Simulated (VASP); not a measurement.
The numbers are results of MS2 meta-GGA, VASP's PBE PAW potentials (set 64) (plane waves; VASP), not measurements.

VASP input:

### INCAR
```
SYSTEM = CsSnI3
PREC = Accurate; ENCUT = 520; LREAL = F
LASPH = T
EDIFF = 1E-6; NELM = 100; ALGO = Normal
LMAXMIX = 4; LMIXTAU = T
ISMEAR = 0; SIGMA = 0.05
METAGGA = MS2
IBRION = 2; NSW = 60; ISIF = 3
EDIFFG = -0.02
LWAVE = F; LCHARG = F
```

**KPOINTS**
```
Automatic mesh
0
Gamma
4 4 4
0 0 0
```

File POSCAR:
```
CsSnI3
1.0
  6.0888275450   0.0000000000   0.0000000000
  0.0000000000   6.0888275450   0.0000000000
  0.0000000000   0.0000000000   6.0888275450
Cs Sn I
1 1 3
Cart
  0.0000000000   0.0000000000   0.0000000000
  3.0444137725   3.0444137725   3.0444137725
  3.0444137725   0.0000000000   3.0444137725
  0.0000000000   3.0444137725   3.0444137725
  3.0444137725   3.0444137725   0.0000000000
```

POTCAR, in this order: Cs_sv Sn_d I (PBE.64 set). Program: vasp_std.

Energy and stress use the plane-wave basis of the starting cell. Unless said otherwise, spin-orbit coupling is left out, though it shifts the bands of the heavy elements here.

What does the run give for the energy per atom (σ→0), volume per atom, band gap (on the k-mesh)?

The energy per atom (σ→0) is 1.735 eV/atom, the band gap (on the k-mesh) comes out as 0.27 eV and the volume per atom is 47.95 Å³/atom.

OSZICAR:
```
...
DAV:   6     0.867580670760E+01   -0.21165E-02   -0.53151E-03   520   0.770E-01    0.400E-02
DAV:   7     0.867552257847E+01   -0.28413E-03   -0.12402E-04   568   0.109E-01    0.317E-02
DAV:   8     0.867549980773E+01   -0.22771E-04   -0.32502E-05   528   0.486E-02    0.180E-02
DAV:   9     0.867539678329E+01   -0.10302E-03   -0.70338E-05   522   0.856E-02    0.668E-03
DAV:  10     0.867538667021E+01   -0.10113E-04   -0.82418E-06   528   0.231E-02    0.594E-03
DAV:  11     0.867539058162E+01    0.39114E-05   -0.38967E-06   508   0.237E-02    0.322E-03
DAV:  12     0.867539122459E+01    0.64297E-06   -0.78294E-07   332   0.966E-03
   3 F= 0.86753912E+01 E0= 0.86753917E+01  d E =-.427034E-01
```

The compound is CsSnI3 in the cubic perovskite structure, the ideal cubic form; the compound distorts at low or room temperature. This run relaxes it. Symmetry was kept, so distortions that lower it aren't found. The start is the result of an earlier pass.
